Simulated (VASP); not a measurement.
```
Al2Au
1.0
    0.01500     3.00000     3.00000
    3.00000     0.01500     3.00000
    3.01500     3.01500     0.00000
Al Au
2 1
Cartesian
  1.50750   1.50750   1.50000
  4.52250   4.52250   4.50000
  0.00000   0.00000   0.00000
```

All values below come from r2SCAN meta-GGA, VASP's PBE PAW potentials (set 64) (plane waves; VASP). Run with 480 eV cut-off, 8×8×8 Γ-centred mesh, first-order Methfessel-Paxton smearing of 0.10 eV, potentials Al Au.

Unless said otherwise, spin-orbit coupling is left out, though it shifts the bands of the heavy elements here.

What does the run give for the energy per atom (σ→0), largest force, band gap (on the k-mesh) with the smallest direct gap where there is one?

```json
{
  "band gap (on the k-mesh)": "none (metal, semimetal or under 0.01 eV)",
  "energy per atom (σ→0)": "-21.851 eV/atom",
  "largest_force": "0.072 eV/Å"
}
```

Total energies compare only between runs with the same potentials, cut-off and functional.

The compound is AuAl2 in the fluorite structure. This cell was strained or had an atom moved on purpose. The electron count is odd and the run is not spin-polarised, which forces a metal.
